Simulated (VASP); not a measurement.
Given:

```xyz
1
Lattice="0.0000 3.0092 3.0092 3.0092 0.0000 3.0092 3.0092 3.0092 0.0000" Properties=species:S:1:pos:R:3 pbc="T T T"
Sr     0.0000     0.0000     0.0000
```

Computed with PBE GGA, VASP's PBE PAW potentials (set 64) (plane waves; VASP). Settings: 400 eV cut-off, Gaussian smearing of 0.050 eV, potentials Sr_sv.

**Question.** Give the energies of bands 5 to 8 at the high-symmetry points, in eV from the Fermi level.

**Answer.** 
```tsv
band	Γ	X	U	L	W
5	-3.70	-0.69	-0.14	-1.16	0.02
6	2.32	0.30	0.19	0.04	0.60
7	2.32	1.04	0.81	2.16	0.60
8	2.32	4.86	3.41	2.16	2.23
```

It has no gap at this level: it comes out as a metal or semimetal.

The compound is Sr in the fcc structure. It was relaxed first.
